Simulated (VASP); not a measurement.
An input for Ansatz (written as the equivalent of a VASP run, and not itself run):

Ansatz 0.2 input:
```yaml
crystal:
  lattice:
    - [3.0756757, -0.0000001, 0.0000000]
    - [-1.5378375, 2.6636131, 0.0000000]
    - [0.0000000, 0.0000000, 4.4011240]
  atoms:
    - { symbol: Zr, position: [0.0000000, 0.0000000, 0.0000000] }
    - { symbol: Si, position: [0.6666670, 0.3333330, 0.5000000] }
kpoints:
  mp_grid: { grid: [12, 12, 8] }
hamiltonian:
  xc: pbesol
  pseudopotentials: { kind: paw }
scf:
  occupations: { method: methfessel_paxton, width: 0.1 }
  max_iter: 100
output: { forces: true, stress: true, eigenvalues: true }
```

**Question.** Write the VASP files for the same calculation (PBEsol).

**Answer.** One answer among several that fit: 
**INCAR**
```
SYSTEM  =  ZrSi
PREC  =  Accurate; ENCUT  =  480; LREAL  =  F
LASPH  =  T
EDIFF  =  1E-7; NELM  =  100; ALGO  =  Normal
LMAXMIX  =  4
ISMEAR  =  1; SIGMA  =  0.1
GGA  =  PS
ISIF  =  2
LWAVE  =  F; LCHARG  =  F
```

**POSCAR**
```
ZrSi
3.0756760
  0.9999998898  -0.0000000294   0.0000000000
 -0.4999998328   0.8660252603   0.0000000000
  0.0000000000   0.0000000000   1.4309452646
Zr Si
1 1
direct
  0.0000000000   0.0000000000   0.0000000000
  0.6666670000   0.3333330000   0.5000000000
```

KPOINTS:
```
kpoints
0
G
 12 12 8
```

POTCAR, in this order: Zr_sv Si (PBE.64 set). Program: vasp_std.

What does not carry over: each code has its own PAW files, so the cut-off isn't converted (ENCUT is set for VASP's; basis.ecutwfc is left out, and Ansatz then takes the one that its files recommend); Ansatz stops its SCF on the density residual and VASP on the energy change (EDIFF).

The structure was generated: ZrSi was put into the WC type (P-6m2), which need not be its known phase. It was relaxed first, which changed the volume by -11 %.
